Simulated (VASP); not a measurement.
OSZICAR of a VASP run on Te (trig):

File OSZICAR:
```
       N       E                     dE             d eps       ncg     rms          rms(c)
DAV:   1     0.738883959296E+02    0.73888E+02   -0.65304E+03   624   0.108E+03
DAV:   2    -0.574776765615E+01   -0.79636E+02   -0.76665E+02   832   0.150E+02
DAV:   3    -0.105091682870E+02   -0.47614E+01   -0.47327E+01   754   0.430E+01
DAV:   4    -0.105916631012E+02   -0.82495E-01   -0.82447E-01   798   0.676E+00
DAV:   5    -0.105926110023E+02   -0.94790E-03   -0.94788E-03   782   0.686E-01    0.135E+01
DAV:   6    -0.105753237076E+02    0.17287E-01   -0.12723E-02   664   0.758E-01    0.846E+00
DAV:   7    -0.105698505120E+02    0.54732E-02   -0.26927E-02   664   0.107E+00    0.255E-01
DAV:   8    -0.105693542958E+02    0.49622E-03   -0.43443E-03   654   0.427E-01    0.117E-01
DAV:   9    -0.105693708868E+02   -0.16591E-04   -0.13002E-04   783   0.897E-02    0.656E-02
DAV:  10    -0.105693701881E+02    0.69868E-06   -0.13241E-05   698   0.263E-02    0.862E-03
DAV:  11    -0.105693691338E+02    0.10544E-05   -0.25116E-06   585   0.105E-02    0.278E-03
DAV:  12    -0.105693691224E+02    0.11352E-07   -0.31973E-07   352   0.399E-03
   1 F= -.75688955E+01 E0= -.75683601E+01  d E =-.756890E+01
       N       E                     dE             d eps       ncg     rms          rms(c)
DAV:   1    -0.109509111830E+02   -0.38154E+00   -0.20191E+01   639   0.238E+01    0.634E+00
DAV:   2    -0.104172449198E+02    0.53367E+00   -0.75102E-01   669   0.547E+00    0.235E+00
DAV:   3    -0.101874224775E+02    0.22982E+00   -0.31028E-01   659   0.286E+00    0.155E+00
DAV:   4    -0.101637768387E+02    0.23646E-01   -0.34182E-02   709   0.962E-01    0.217E+00
DAV:   5    -0.101600519684E+02    0.37249E-02   -0.78249E-03   803   0.478E-01    0.656E-01
DAV:   6    -0.101600693909E+02   -0.17422E-04   -0.27145E-04   659   0.104E-01    0.129E-01
DAV:   7    -0.101600709126E+02   -0.15218E-05   -0.12253E-05   785   0.225E-02    0.329E-02
DAV:   8    -0.101600719416E+02   -0.10289E-05   -0.59460E-07   345   0.582E-03    0.228E-02
DAV:   9    -0.101600714133E+02    0.52821E-06   -0.17821E-07   312   0.292E-03
   2 F= -.75668013E+01 E0= -.75661336E+01  d E =0.209421E-02
       N       E                     dE             d eps       ncg     rms          rms(c)
DAV:   1    -0.106548427442E+02   -0.49477E+00   -0.45617E+00   649   0.109E+01    0.331E+00
DAV:   2    -0.105304511140E+02    0.12439E+00   -0.18504E-01   639   0.276E+00    0.152E+00
DAV:   3    -0.104874254683E+02    0.43026E-01   -0.36899E-02   649   0.104E+00    0.566E-01
DAV:   4    -0.104699033684E+02    0.17522E-01   -0.32410E-02   654   0.880E-01    0.125E+00
DAV:   5    -0.104695612107E+02    0.34216E-03   -0.14976E-03   761   0.240E-01    0.439E-01
DAV:   6    -0.104695634805E+02   -0.22698E-05   -0.49643E-05   861   0.466E-02    0.106E-01
DAV:   7    -0.104695653633E+02   -0.18828E-05   -0.93772E-07   340   0.729E-03    0.419E-02
DAV:   8    -0.104695661578E+02   -0.79448E-06   -0.14777E-07   312   0.297E-03
   3 F= -.76820904E+01 E0= -.76815585E+01  d E =-.113195E+00
       N       E                     dE             d eps       ncg     rms          rms(c)
DAV:   1    -0.104655016667E+02    0.40637E-02   -0.20159E-03   639   0.230E-01    0.648E-02
DAV:   2    -0.104654475050E+02    0.54162E-04   -0.80101E-05   654   0.569E-02    0.278E-02
DAV:   3    -0.104654279940E+02    0.19511E-04   -0.20407E-05   644   0.237E-02    0.131E-02
DAV:   4    -0.104654228366E+02    0.51574E-05   -0.10250E-05   664   0.157E-02    0.251E-02
DAV:   5    -0.104654225983E+02    0.23831E-06   -0.53711E-07   312   0.488E-03
   4 F= -.76821006E+01 E0= -.76815687E+01  d E =-.113205E+00
       N       E                     dE             d eps       ncg     rms          rms(c)
DAV:   1    -0.104670541093E+02   -0.16313E-02   -0.75876E-01   629   0.484E+00    0.763E-01
DAV:   2    -0.104655133578E+02    0.15408E-02   -0.29849E-02   709   0.111E+00    0.233E-01
DAV:   3    -0.104637842292E+02    0.17291E-02   -0.21698E-03   684   0.275E-01    0.150E-01
DAV:   4    -0.104635077655E+02    0.27646E-03   -0.39230E-04   709   0.110E-01    0.168E-01
DAV:   5    -0.104634645203E+02    0.43245E-04   -0.81023E-05   708   0.566E-02    0.105E-01
DAV:   6    -0.104634563192E+02    0.82011E-05   -0.24917E-05   654   0.311E-02    0.936E-03
DAV:   7    -0.104634562769E+02    0.42367E-07   -0.22509E-06   477   0.956E-03
   5 F= -.77037027E+01 E0= -.77032817E+01  d E =-.216021E-01
       N       E                     dE             d eps       ncg     rms          rms(c)
DAV:   1    -0.104543748667E+02    0.90815E-02   -0.67871E+00   644   0.146E+01    0.220E+00
DAV:   2    -0.104371786700E+02    0.17196E-01   -0.26411E-01   689   0.330E+00    0.755E-01
DAV:   3    -0.104202628681E+02    0.16916E-01   -0.22846E-02   664   0.875E-01    0.416E-01
DAV:   4    -0.104183493939E+02    0.19135E-02   -0.28677E-03   729   0.304E-01    0.499E-01
DAV:   5    -0.104180234703E+02    0.32592E-03   -0.49778E-04   709   0.148E-01    0.383E-01
DAV:   6    -0.104178686149E+02    0.15486E-03   -0.40244E-04   639   0.117E-01    0.261E-02
DAV:   7    -0.104178709359E+02   -0.23210E-05   -0.30748E-05   704   0.344E-02    0.117E-02
DAV:   8    -0.104178702359E+02    0.69999E-06   -0.75455E-07   332   0.702E-03
   6 F= -.77312067E+01 E0= -.77308086E+01  d E =-.491061E-01
       N       E                     dE             d eps       ncg     rms          rms(c)
DAV:   1    -0.104619235241E+02   -0.44053E-01   -0.21360E-01   639   0.247E+00    0.598E-01
DAV:   2    -0.104574411620E+02    0.44824E-02   -0.84207E-03   684   0.591E-01    0.300E-01
DAV:   3    -0.104557486682E+02    0.16925E-02   -0.14487E-03   654   0.208E-01    0.115E-01
DAV:   4    -0.104550850285E+02    0.66364E-03   -0.12057E-03   639   0.171E-01    0.239E-01
DAV:   5    -0.104550727928E+02    0.12236E-04   -0.57432E-05   787   0.468E-02    0.811E-02
DAV:   6    -0.104550736471E+02   -0.85423E-06   -0.13459E-06   450   0.827E-03
   7 F= -.77304537E+01 E0= -.77300685E+01  d E =0.753012E-03
       N       E                     dE             d eps       ncg     rms          rms(c)
DAV:   1    -0.104369891843E+02    0.18084E-01   -0.72100E-02   639   0.144E+00    0.336E-01
DAV:   2    -0.104354892024E+02    0.15000E-02   -0.28132E-03   684   0.341E-01    0.172E-01
DAV:   3    -0.104349164225E+02    0.57278E-03   -0.51369E-04   654   0.123E-01    0.655E-02
DAV:   4    -0.104347165304E+02    0.19989E-03   -0.36542E-04   639   0.942E-02    0.135E-01
DAV:   5    -0.104347117080E+02    0.48224E-05   -0.19831E-05   818   0.269E-02    0.401E-02
DAV:   6    -0.104347113463E+02    0.36164E-06   -0.31649E-07   327   0.443E-03
   8 F= -.77320852E+01 E0= -.77316928E+01  d E =-.878506E-03
       N       E                     dE             d eps       ncg     rms          rms(c)
DAV:   1    -0.104345155136E+02    0.19619E-03   -0.35606E-02   634   0.112E+00    0.133E-01
DAV:   2    -0.104345665800E+02   -0.51066E-04   -0.14163E-03   684   0.240E-01    0.446E-02
DAV:   3    -0.104345355778E+02    0.31002E-04   -0.40737E-05   714   0.453E-02    0.200E-02
DAV:   4    -0.104345301439E+02    0.54339E-05   -0.14657E-05   689   0.233E-02    0.344E-03
DAV:   5    -0.104345301607E+02   -0.16762E-07   -0.89237E-07   322   0.633E-03
   9 F= -.77328983E+01 E0= -.77325383E+01  d E =-.813107E-03
       N       E                     dE             d eps       ncg     rms          rms(c)
DAV:   1    -0.104337479650E+02    0.78218E-03   -0.41129E-02   634   0.120E+00    0.139E-01
DAV:   2    -0.104338088062E+02   -0.60841E-04   -0.16427E-03   679   0.258E-01    0.476E-02
DAV:   3    -0.104337736517E+02    0.35155E-04   -0.46732E-05   719   0.487E-02    0.216E-02
DAV:   4    -0.104337674113E+02    0.62403E-05   -0.16945E-05   684   0.251E-02    0.388E-03
DAV:   5    -0.104337674421E+02   -0.30753E-07   -0.10437E-06   322   0.685E-03
  10 F= -.77332341E+01 E0= -.77328876E+01  d E =-.114892E-02
```

Which electronic solver shows in the log?

It is blocked Davidson (ALGO = Normal, or the opening steps of other solvers). The INCAR had ALGO = Normal.

Can the final energy be trusted as converged?

Self-consistency was reached. It stopped with EDIFF = 1E-6, NELM = 100, NSW = 40 and EDIFFG = -0.02 after 10 ionic steps (PBEsol GGA, plane waves, VASP's PBE PAW potentials (set 64)). Energy and stress use the plane-wave basis of the starting cell.

The compound is Te in the trig structure. This run relaxes it under an external pressure of 5 GPa. Symmetry was kept, so distortions that lower it aren't found.
